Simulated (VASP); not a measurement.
Consider the following.

```
CaF2
1.0
    0.00000     2.75703     2.75703
    2.75703     0.00000     2.75703
    2.75703     2.75703     0.00000
Ca F
1 2
Direct
  0.00000   0.00000   0.00000
  0.25000   0.25000   0.25000
  0.75000   0.75000   0.75000
```

These are AM05 GGA, VASP's PBE PAW potentials (set 64) (plane waves; VASP) values and carry that method's errors. Settings: 520 eV cut-off, 7×7×7 Γ-centred mesh, Gaussian smearing of 0.050 eV, potentials Ca_sv F.

Q: Estimate the energy per atom (σ→0), pressure.

A: 
The energy per atom (σ→0) is -5.799 eV/atom and the pressure is -24.1 kbar.

Total energies compare only between runs with the same potentials, cut-off and functional.

The compound is CaF2 in the fluorite structure. This cell is one point of a volume scan, at 1.03 of the reference volume.
